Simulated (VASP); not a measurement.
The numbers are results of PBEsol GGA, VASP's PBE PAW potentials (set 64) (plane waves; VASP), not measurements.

VASP ran on this input.

INCAR:
```
PREC = Accurate
ENCUT = 400   ! plane-wave cut-off (eV)
GGA = PS
ISMEAR = -5
LMAXMIX = 4   ! l cut-off of mixed one-centre charges
LCHARG = .TRUE.
NELM = 100   ! most electronic steps
EDIFF = 1E-7   ! SCF stop (eV)
ALGO = Normal
LEFG = .TRUE.
ISIF = 2
LORBIT = 11   ! lm-projected
LREAL = .FALSE.
LWAVE = .FALSE.
LASPH = .TRUE.
NEDOS = 601   ! DOS grid
SYSTEM = Ga3InP4
```

File POSCAR:
```
Ga3InP4
1
   -0.0038590216     5.5493396964     5.5492076309
    5.5493396964    -0.0038590216     5.5492076309
    2.7727403374     2.7727403374    -0.0000000000
In P Ga
1 4 3
Direct
  0.9993370153   0.9993370153   0.0013259692
  0.1359066394   0.1359066394   0.2281867210
  0.1299979203   0.6094643603   0.2605377193
  0.6094643603   0.1299979203   0.2605377193
  0.6250364186   0.6250364186   0.2499271629
  0.0000724382   0.5003028956   0.9996246663
  0.5003028956   0.0000724382   0.9996246663
  0.4998823122   0.4998823122   0.0002353756
```

File KPOINTS:
```
Automatic mesh
0
Gamma
4 4 8
0 0 0
```

POTCAR, in this order: In_d P Ga_d (PBE.64 set). Program: vasp_std.

Unless said otherwise, spin-orbit coupling is left out, though it shifts the bands of the heavy elements here.

Task: Estimate the energy per atom (σ→0), band gap (on the k-mesh).

Result: 
```yaml
energy per atom (σ→0): -4838 meV/atom
band gap (on the k-mesh): 1.04 eV
```

OSZICAR:
```
...
DAV:  12    -0.387047007295E+02    0.84792E-05   -0.99109E-05  3441   0.163E-01    0.285E-02
DAV:  13    -0.387047073494E+02   -0.66200E-05   -0.36092E-05  3500   0.834E-02    0.692E-03
DAV:  14    -0.387047072363E+02    0.11309E-06   -0.12926E-05  3764   0.458E-02    0.750E-03
DAV:  15    -0.387047076625E+02   -0.42613E-06   -0.41008E-06  3772   0.178E-02    0.445E-03
DAV:  16    -0.387047078358E+02   -0.17330E-06   -0.77208E-07  3459   0.152E-02    0.278E-03
DAV:  17    -0.387047076819E+02    0.15386E-06   -0.21792E-07  2004   0.694E-03    0.674E-04
DAV:  18    -0.387047076722E+02    0.96661E-08   -0.96717E-08  1742   0.281E-03
   1 F= -.38704708E+02 E0= -.38704708E+02  d E =0.000000E+00
```

The structure was generated: Ga3InP4 was put into an ordered model structure (Amm2), which need not be its known phase. It was relaxed first.
